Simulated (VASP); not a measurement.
# From one sheet to two: 1T-PtSe2 monolayer, part 5 of 6

What are the lattice, gap and band positions of 1T-PtSe2 monolayer, and what does a second sheet change?

VASP 6.6.1, plane waves and PAW; the level of theory is named at each step.

So far. Step 12 (A rigid stacking): Energy at zero smearing: -17.34170 eV.

## 13. Relaxing the bilayer

Level of this step: optB86b-vdW; plane waves and PAW (Pt, Se) (VASP).

The lowest stacking relaxes at the monolayer's lattice.

INCAR reads:

```
SYSTEM = PtSe2
PREC = Normal
ENCUT = 350
EDIFF = 1E-07
NELM = 120
ISMEAR = 0
SIGMA = 0.03
LREAL = .FALSE.
ALGO = Fast
GGA = MK
AGGAC = 0
LUSE_VDW = .TRUE.
PARAM1 = 0.1234
PARAM2 = 1
LASPH = .TRUE.
NBANDS = 28
LORBIT = 11
LWAVE = .FALSE.
LCHARG = .FALSE.
KPAR = 4
IBRION = 2
NSW = 70
ISIF = 2
EDIFFG = -0.004
POTIM = 0.8
MAXMIX = 40
IDIPOL = 3
LDIPOL = .TRUE.
DIPOL = 0.5 0.5 0.5
```

POSCAR reads:

```
PtSe2
1.0
    3.7077323683      0.0000000000      0.0000000000
   -1.8538661842      3.2109904214      0.0000000000
    0.0000000000      0.0000000000     25.4307323432
Pt Se
2 4
Direct
    0.0000000000      0.0000000000      0.3866456900
    0.3333333300      0.6666666700      0.6133543100
    0.3333333300      0.6666666700      0.3342412600
    0.6666666700      0.3333333300      0.4390501200
    0.0000000000      1.0000000000      0.5609498800
    0.6666666700      0.3333333300      0.6657587400
```

KPOINTS reads:

```
Automatic mesh
0
Gamma
9 9 1
0 0 0
```

The projector-augmented-wave data sets are Pt and Se (PBE family, release 64).

On the command line:

```
$ mpirun -np 4 vasp_std
```

Output:

```text
[... set-up lines as in an earlier step ...]
 entering main loop
       N       E                     dE             d eps       ncg     rms          rms(c)
[... 5 cycles as in an earlier step ...]
RMM:   6    -0.177413005323E+02    0.12910E+01   -0.92721E+00   672   0.145E+01    0.930E+00
RMM:   7    -0.174104850898E+02    0.33082E+00   -0.13994E+00   672   0.639E+00    0.438E+00
RMM:   8    -0.173439324939E+02    0.66553E-01   -0.12916E-01   673   0.211E+00    0.714E-01
RMM:   9    -0.173414478190E+02    0.24847E-02   -0.51902E-02   678   0.111E+00    0.249E-01
RMM:  10    -0.173414585804E+02   -0.10761E-04   -0.61715E-03   705   0.374E-01    0.195E-01
RMM:  11    -0.173415554320E+02   -0.96852E-04   -0.12838E-03   736   0.159E-01    0.129E-01
RMM:  12    -0.173416468571E+02   -0.91425E-04   -0.41382E-04   673   0.108E-01    0.228E-02
RMM:  13    -0.173416431916E+02    0.36655E-05   -0.10460E-04   767   0.440E-02    0.122E-02
RMM:  14    -0.173416556313E+02   -0.12440E-04   -0.17718E-05   710   0.198E-02    0.539E-03
RMM:  15    -0.173416691267E+02   -0.13495E-04   -0.91825E-06   679   0.133E-02    0.168E-03
RMM:  16    -0.173416788753E+02   -0.97486E-05   -0.24640E-06   700   0.633E-03    0.121E-03
RMM:  17    -0.173416929726E+02   -0.14097E-04   -0.27948E-06   569   0.502E-03    0.662E-04
RMM:  18    -0.173416973493E+02   -0.43767E-05   -0.84591E-07   523   0.306E-03    0.652E-04
RMM:  19    -0.173417024007E+02   -0.50514E-05   -0.12274E-06   510   0.341E-03    0.303E-04
RMM:  20    -0.173417022521E+02    0.14861E-06   -0.19755E-07   444   0.256E-03    0.318E-04
RMM:  21    -0.173417021755E+02    0.76622E-07   -0.30501E-08   383   0.867E-04
   1 F= -.17341702E+02 E0= -.17341702E+02  d E =-.173417E+02
 curvature:   0.00 expect dE= 0.000E+00 dE for cont linesearch  0.000E+00
 trial: gam= 0.00000 g(F)=  0.142E-02 g(S)=  0.000E+00 ort = 0.000E+00 (trialstep = 0.100E+01)
 search vector abs. value=  0.142E-02
 bond charge predicted
       N       E                     dE             d eps       ncg     rms          rms(c)
DAV:   1    -0.173419885977E+02   -0.28635E-03   -0.27323E-01   712   0.235E+00    0.147E-01
RMM:   2    -0.173424116042E+02   -0.42301E-03   -0.54644E-03   673   0.432E-01    0.686E-02
RMM:   3    -0.173423515203E+02    0.60084E-04   -0.95308E-04   677   0.181E-01    0.457E-02
RMM:   4    -0.173424989365E+02   -0.14742E-03   -0.19321E-04   672   0.836E-02    0.112E-02
RMM:   5    -0.173425336647E+02   -0.34728E-04   -0.68657E-05   736   0.415E-02    0.465E-03
RMM:   6    -0.173425405227E+02   -0.68580E-05   -0.17250E-05   760   0.186E-02    0.301E-03
RMM:   7    -0.173425437192E+02   -0.31965E-05   -0.28895E-06   731   0.847E-03    0.116E-03
RMM:   8    -0.173425423501E+02    0.13691E-05   -0.72921E-07   514   0.460E-03    0.864E-04
RMM:   9    -0.173425436261E+02   -0.12760E-05   -0.39243E-07   480   0.366E-03    0.444E-04
RMM:  10    -0.173425446558E+02   -0.10297E-05   -0.14229E-07   431   0.144E-03    0.249E-04
RMM:  11    -0.173425450060E+02   -0.35022E-06   -0.17464E-07   438   0.171E-03    0.378E-04
RMM:  12    -0.173425453194E+02   -0.31342E-06   -0.45000E-08   404   0.197E-03    0.134E-04
RMM:  13    -0.173425453464E+02   -0.27024E-07   -0.82623E-09   309   0.615E-04
   2 F= -.17342545E+02 E0= -.17342545E+02  d E =-.843171E-03
[... from here on, the cycles between the ionic steps are left out ...]
   3 F= -.17342580E+02 E0= -.17342580E+02  d E =-.877400E-03
   4 F= -.17343194E+02 E0= -.17343194E+02  d E =-.614784E-03
   5 F= -.17343355E+02 E0= -.17343355E+02  d E =-.775300E-03
   6 F= -.17343696E+02 E0= -.17343696E+02  d E =-.341207E-03
   7 F= -.17344694E+02 E0= -.17344694E+02  d E =-.133911E-02
   8 F= -.17346566E+02 E0= -.17346566E+02  d E =-.321137E-02
   9 F= -.17349828E+02 E0= -.17349828E+02  d E =-.647350E-02
  10 F= -.17354104E+02 E0= -.17354104E+02  d E =-.107494E-01
  11 F= -.17351962E+02 E0= -.17351962E+02  d E =0.214265E-02
  12 F= -.17355224E+02 E0= -.17355224E+02  d E =-.112015E-02
  13 F= -.17355261E+02 E0= -.17355261E+02  d E =-.368415E-04
  14 F= -.17355431E+02 E0= -.17355431E+02  d E =-.206359E-03
  15 F= -.17355497E+02 E0= -.17355497E+02  d E =-.663340E-04
  16 F= -.17355500E+02 E0= -.17355500E+02  d E =-.687066E-04
  17 F= -.17355533E+02 E0= -.17355533E+02  d E =-.330261E-04
  18 F= -.17355613E+02 E0= -.17355613E+02  d E =-.113718E-03
  19 F= -.17355634E+02 E0= -.17355634E+02  d E =-.134199E-03
  20 F= -.17355648E+02 E0= -.17355648E+02  d E =-.148633E-03
  21 F= -.17355711E+02 E0= -.17355711E+02  d E =-.632079E-04
  22 F= -.17355856E+02 E0= -.17355856E+02  d E =-.208086E-03
  23 F= -.17355948E+02 E0= -.17355948E+02  d E =-.300171E-03
  24 F= -.17356005E+02 E0= -.17356005E+02  d E =-.569044E-04
  25 F= -.17356046E+02 E0= -.17356046E+02  d E =-.972626E-04
  26 F= -.17356048E+02 E0= -.17356048E+02  d E =-.997121E-04
  27 F= -.17356064E+02 E0= -.17356064E+02  d E =-.162284E-04
  28 F= -.17356078E+02 E0= -.17356078E+02  d E =-.304725E-04
 curvature:  -0.54 expect dE=-0.188E-05 dE for cont linesearch -0.226E-08
 trial: gam= 0.06240 g(F)=  0.350E-05 g(S)=  0.000E+00 ort =-0.516E-06 (trialstep = 0.469E+00)
 search vector abs. value=  0.369E-05
 bond charge predicted
       N       E                     dE             d eps       ncg     rms          rms(c)
DAV:   1    -0.173560791487E+02   -0.73492E-06   -0.24099E-04   700   0.698E-02    0.354E-03
RMM:   2    -0.173560793551E+02   -0.20645E-06   -0.48527E-06   672   0.134E-02    0.867E-03
RMM:   3    -0.173560792293E+02    0.12582E-06   -0.87727E-07   670   0.552E-03    0.879E-03
RMM:   4    -0.173560783639E+02    0.86535E-06   -0.55206E-07   601   0.366E-03    0.437E-03
RMM:   5    -0.173560787016E+02   -0.33770E-06   -0.83981E-07   620   0.438E-03    0.143E-03
RMM:   6    -0.173560794734E+02   -0.77175E-06   -0.20848E-07   421   0.245E-03    0.682E-04
RMM:   7    -0.173560795456E+02   -0.72195E-07   -0.64956E-08   387   0.124E-03
  29 F= -.17356080E+02 E0= -.17356080E+02  d E =-.104637E-05
 trial-energy change:   -0.000001  1 .order   -0.000001   -0.000002   -0.000000
 step:   0.5171(harm=  0.5171)  dis= 0.00013  next Energy=   -17.356079 (dE=-0.898E-06)
 reached required accuracy - stopping structural energy minimisation
```

The job ended after 20 min (4 MPI ranks of Intel Xeon 6975P-C (Granite Rapids), shared host; peak memory 1.8 GiB).

OUTCAR, selected parts (step 13):

```text
   NELECT =      44.0000    total number of electrons

 dipolmoment           0.000000      0.000000      0.005527 electrons x Angstroem

 E-fermi :  -0.6133

 k-point     1 :       0.0000    0.0000    0.0000
  band No.  band energies     occupation
    ...
     18      -1.4374      2.00000
     19      -1.4374      2.00000
     20      -1.2690      2.00000
     21      -1.2690      2.00000
     22      -1.1229      2.00000
     23       1.4407      0.00000
     24       1.4407      0.00000
     25       1.6565      0.00000
     26       1.6565      0.00000
     27       3.0115      0.00000
    ...

Total vdW correction in eV:      7.1596538

  Total        0.5037328      0.5037328     -0.1804437     -0.0000000      0.0000000      0.0000000
  in kB        2.6656587      2.6656587     -0.9548741     -0.0000000      0.0000000      0.0000000
  external PRESSURE =       1.4588144 kB  Pullay stress =       0.0000000 kB

 POSITION                                       TOTAL-FORCE (eV/Angst)
 -----------------------------------------------------------------------------------
     -0.00000      0.00000      9.96959        -0.000000      0.000000      0.000740
     -0.00000      2.14066     15.45846         0.000000      0.000000     -0.000741
     -0.00000      2.14066      8.63273         0.000000     -0.000000      0.000229
      1.85387      1.07033     11.30399        -0.000000      0.000000     -0.000063
     -0.00000      0.00000     14.13036        -0.000000      0.000000      0.000181
      1.85387      1.07033     16.79707         0.000000      0.000000     -0.000346
 -----------------------------------------------------------------------------------
    total drift:                                0.000001     -0.000001      0.000473

  FREE ENERGIE OF THE ION-ELECTRON SYSTEM (eV)
  ---------------------------------------------------
  free  energy   TOTEN  =       -17.3560795456 eV

  energy  without entropy=      -17.3560795456  energy(sigma->0) =      -17.35607955

Total vdW correction in eV:      7.1596484

 vacuum level on the upper side and lower side of the slab         4.174         4.093

[... 7 parts as in an earlier step ...]

[... 11 further parts left out ...]
```

The run keeps the 6 symmetry operations of its start, so it cannot find a distortion of lower symmetry.

The steps of the relaxation (22 of 29):

```tsv
step	energy less that of the first step (eV)	largest force (eV/Å)
1	0.0000	0.0839
2	-0.0008	0.0523
4	-0.0015	0.0592
5	-0.0017	0.0995
6	-0.0020	0.1001
8	-0.0049	0.1034
9	-0.0081	0.1070
10	-0.0124	0.1154
12	-0.0135	0.0482
13	-0.0136	0.0498
14	-0.0137	0.0203
16	-0.0138	0.0402
17	-0.0138	0.0348
18	-0.0139	0.0195
20	-0.0139	0.0296
21	-0.0140	0.0270
22	-0.0142	0.0241
24	-0.0143	0.0314
25	-0.0143	0.0185
26	-0.0143	0.0171
28	-0.0144	0.0046
29	-0.0144	0.0007
```

The atoms that moved most (Å):

```tsv
atom	dx	dy	dz	length
Pt2	0.000	0.000	-0.140	0.140
Se4	0.000	0.000	0.139	0.139
Pt1	0.000	0.000	0.137	0.137
Se5	0.000	0.000	-0.135	0.135
Se6	0.000	0.000	-0.134	0.134
Se3	0.000	0.000	0.133	0.133
```

Final coordinates:

```xyz
6
Lattice="3.7077 0.0000 0.0000 -1.8539 3.2110 0.0000 0.0000 0.0000 25.4307" Properties=species:S:1:pos:R:3
Pt    0.0000    0.0000    9.9696
Pt    0.0000    2.1407   15.4585
Se    0.0000    2.1407    8.6327
Se    1.8539    1.0703   11.3040
Se   -1.8539    3.2110   14.1304
Se    1.8539    1.0703   16.7971
```

Numbers from this step:

```yaml
electronic_cycles: 329
free_energy_toten: -17.36 eV
fermi_energy: -0.6133 eV
dipole_moment: 0, 0, 0.005527 e·Å
gap_on_the_k_mesh: 0.6066 eV
least_direct_gap_on_the_k_mesh: 1.081 eV
```

The run ended after 29 ionic steps, 0.014 eV below its first step, once the forces on the free atoms met EDIFFG = -0.004.

## 14. Levels and bands of the bilayer

The same static run as for one sheet shows what the neighbour does to the levels.

INCAR, as its differences from that of step 13:

```diff
@@ -3,3 +3,3 @@
 ENCUT = 350
-EDIFF = 1E-07
+EDIFF = 1E-06
 NELM = 120
@@ -20,8 +20,2 @@
 KPAR = 4
-IBRION = 2
-NSW = 70
-ISIF = 2
-EDIFFG = -0.004
-POTIM = 0.8
-MAXMIX = 40
 IDIPOL = 3
@@ -29 +23,4 @@
 DIPOL = 0.5 0.5 0.5
+LVHAR = .TRUE.
+LVACPOTAV = .TRUE.
+NEDOS = 1500
```

POSCAR reads:

```
PtSe2
1.0
    3.7077323683      0.0000000000      0.0000000000
   -1.8538661842      3.2109904214      0.0000000000
    0.0000000000      0.0000000000     25.4307323432
Pt Se
2 4
Direct
    0.0000000000      0.0000000000      0.3920292232
    0.3333333300      0.6666666700      0.6078652040
    0.3333333300      0.6666666700      0.3394606191
    0.6666666700      0.3333333300      0.4445009771
    0.0000000000      0.0000000000      0.5556410001
    0.6666666700      0.3333333300      0.6605029765
```

KPOINTS is that of step 13.

KPOINTS_OPT reads:

```
Line mode
14
Line-mode
Reciprocal
  0.00000000   0.00000000   0.00000000 GAMMA
  0.50000000   0.00000000   0.00000000 M

  0.50000000   0.00000000   0.00000000 M
  0.33333333   0.33333333   0.00000000 K

  0.33333333   0.33333333   0.00000000 K
  0.00000000   0.00000000   0.00000000 GAMMA
```

On the command line:

```
$ mpirun -np 4 vasp_std
```

Output:

```text
[... set-up lines as in an earlier step ...]
 entering main loop
       N       E                     dE             d eps       ncg     rms          rms(c)
DAV:   1     0.287860009631E+03    0.28786E+03   -0.13910E+04   672   0.917E+02
DAV:   2     0.761998784911E+01   -0.28024E+03   -0.26834E+03   972   0.203E+02
DAV:   3    -0.183548112685E+02   -0.25975E+02   -0.25519E+02   804   0.690E+01
DAV:   4    -0.190133454641E+02   -0.65853E+00   -0.65213E+00   808   0.116E+01
DAV:   5    -0.190281715708E+02   -0.14826E-01   -0.14813E-01   868   0.171E+00    0.171E+01
RMM:   6    -0.177556097162E+02    0.12726E+01   -0.91768E+00   690   0.144E+01    0.935E+00
RMM:   7    -0.174270089029E+02    0.32860E+00   -0.14045E+00   676   0.639E+00    0.440E+00
RMM:   8    -0.173601259619E+02    0.66883E-01   -0.13383E-01   714   0.213E+00    0.729E-01
RMM:   9    -0.173576169193E+02    0.25090E-02   -0.48414E-02   756   0.104E+00    0.291E-01
RMM:  10    -0.173557469471E+02    0.18700E-02   -0.78163E-03   787   0.386E-01    0.189E-01
RMM:  11    -0.173558831529E+02   -0.13621E-03   -0.16000E-03   790   0.187E-01    0.109E-01
RMM:  12    -0.173560263593E+02   -0.14321E-03   -0.56430E-04   762   0.122E-01    0.354E-02
RMM:  13    -0.173560122670E+02    0.14092E-04   -0.21131E-04   812   0.675E-02    0.151E-02
RMM:  14    -0.173560353784E+02   -0.23111E-04   -0.54732E-05   813   0.310E-02    0.821E-03
RMM:  15    -0.173560433100E+02   -0.79316E-05   -0.10374E-05   735   0.146E-02    0.221E-03
RMM:  16    -0.173560502479E+02   -0.69379E-05   -0.20111E-06   479   0.591E-03    0.168E-03
RMM:  17    -0.173560695605E+02   -0.19313E-04   -0.37299E-06   551   0.605E-03    0.948E-04
RMM:  18    -0.173560722530E+02   -0.26925E-05   -0.44016E-07   402   0.276E-03    0.603E-04
RMM:  19    -0.173560782744E+02   -0.60214E-05   -0.13784E-06   492   0.361E-03    0.436E-04
RMM:  20    -0.173560789985E+02   -0.72411E-06   -0.52044E-07   388   0.240E-03
 [... a notice as in an earlier step ...]

   1 F= -.17356079E+02 E0= -.17356079E+02  d E =-.554720E-12
 Start KPOINTS_OPT (optional k-point list driver)
k-point batch [1-12\42]
       N       E                     dE             ncg
DAV:   1     0.556546757157E+03   -0.43475E+04      672
DAV:   2    -0.278542169437E+04   -0.33420E+04      924
DAV:   3    -0.313110390998E+04   -0.34568E+03      832
DAV:   4    -0.314034674055E+04   -0.92428E+01      812
DAV:   5    -0.314060844143E+04   -0.26170E+00      864
DAV:   6    -0.314061549524E+04   -0.70538E-02      920
DAV:   7    -0.314061566240E+04   -0.16716E-03      944
DAV:   8    -0.314061566571E+04   -0.33106E-05      776
DAV:   9    -0.314061566587E+04   -0.15886E-06      496
[...]
k-point batch [37-42\42]
       N       E                     dE             ncg
DAV:   1     0.586515242460E+04   -0.40872E+03      336
DAV:   2     0.417208143872E+04   -0.16931E+04      436
DAV:   3     0.397852372776E+04   -0.19356E+03      424
DAV:   4     0.397257873468E+04   -0.59450E+01      388
DAV:   5     0.397235480353E+04   -0.22393E+00      444
DAV:   6     0.397234946447E+04   -0.53391E-02      480
DAV:   7     0.397234941840E+04   -0.46069E-04      476
DAV:   8     0.397234941720E+04   -0.12028E-05      384
DAV:   9     0.397234941716E+04   -0.44855E-07      280
```

Run time: 80 s. Hardware: 4 MPI ranks; peak memory 1.7 GiB.

(Part 5 of 6 ends here.)

[Lines on the potential files, build, host, timing and source positions are cut from VASP's logs without a mark.]

[Logs are printed without paths, hosts, clocks, repeated set-up lines and the standing remarks that a program may print on its own settings, such as how far it seeks lower states.]

[Hosts, paths, dates, database ids (printed as entryN), source tags and the programs' standing remarks are cut or masked in the printed files.]

[Runs that stopped without an error message from VASP are left out.]
